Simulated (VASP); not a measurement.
VASP ran on this input.

INCAR:
```
PREC  =  Accurate
SIGMA  =  0.1   # width (eV)
GGA  =  PS   # PBEsol
EDIFF  =  1E-6
NELM  =  100
IBRION  =  2   # conjugate gradients
NSW  =  40   # most ionic steps
LWAVE  =  .False.
EDIFFG  =  -0.02
LMAXMIX  =  4   # l cut-off of mixed one-centre charges
ENCUT  =  500
ALGO  =  Normal   # blocked Davidson
PSTRESS  =  100
ISIF  =  3   # ions, shape and volume
SYSTEM  =  CoSi
ISMEAR  =  1   # Methfessel-Paxton
LCHARG  =  .False.
LREAL  =  .False.
LASPH  =  .True.   # aspherical one-centre terms
```

### KPOINTS
```
Automatic mesh
0
Gamma
7 7 7
0 0 0
```

File POSCAR:
```
CoSi
1
    4.3575394658     0.0000000000     0.0000000000
    0.0000000000     4.3575394658     0.0000000000
    0.0000000000     0.0000000000     4.3575394658
Co Si
4 4
Direct
  0.8537126841   0.6462873159   0.3537126841
  0.3537126841   0.8537126841   0.6462873159
  0.1462873159   0.1462873159   0.1462873159
  0.6462873159   0.3537126841   0.8537126841
  0.1563788112   0.3436211888   0.6563788112
  0.6563788112   0.1563788112   0.3436211888
  0.8436211888   0.8436211888   0.8436211888
  0.3436211888   0.6563788112   0.1563788112
```

POTCAR, in this order: Co Si (PBE.64 set). Program: vasp_std.

Problem. Translate this PBEsol calculation to Quantum ESPRESSO's pw.x.

Solution. One equivalent input (not run):
```
&CONTROL
  calculation = 'vc-relax'
  pseudo_dir = './pseudo'
  outdir = './out'
  tprnfor = .true.
  tstress = .true.
  nstep = 40
  forc_conv_thr = 0.00078
/
&SYSTEM
  ibrav = 0
  nat = 8
  ntyp = 2
  ecutwfc = 96
  occupations = 'smearing'
  smearing = 'methfessel-paxton'
  degauss = 0.00735
  input_dft = 'pbesol'
/
&ELECTRONS
  conv_thr = 7.3e-08
  electron_maxstep = 100
/
&IONS
/
&CELL
  press = 100
/
ATOMIC_SPECIES
  Co 58.933 Co.upf
  Si 28.085 Si.upf
CELL_PARAMETERS angstrom
     4.3575395    0.0000000    0.0000000
     0.0000000    4.3575395    0.0000000
     0.0000000    0.0000000    4.3575395
ATOMIC_POSITIONS crystal
  Co   0.8537127  0.6462873  0.3537127
  Co   0.3537127  0.8537127  0.6462873
  Co   0.1462873  0.1462873  0.1462873
  Co   0.6462873  0.3537127  0.8537127
  Si   0.1563788  0.3436212  0.6563788
  Si   0.6563788  0.1563788  0.3436212
  Si   0.8436212  0.8436212  0.8436212
  Si   0.3436212  0.6563788  0.1563788
K_POINTS automatic
  7 7 7 0 0 0
```
Limits of the translation: the potentials are each code's own (VASP's PAW set, PseudoDojo norm-conserving files in pw.x), so ENCUT and ecutwfc are chosen apart and not converted; conv_thr bounds pw.x's estimated SCF error, while EDIFF bounds the energy change between steps; forc_conv_thr acts on force components and is met together with etot_conv_thr.

The compound is CoSi in the B20 structure. This run relaxes it under an external pressure of 10 GPa. Symmetry was kept, so distortions that lower it aren't found.
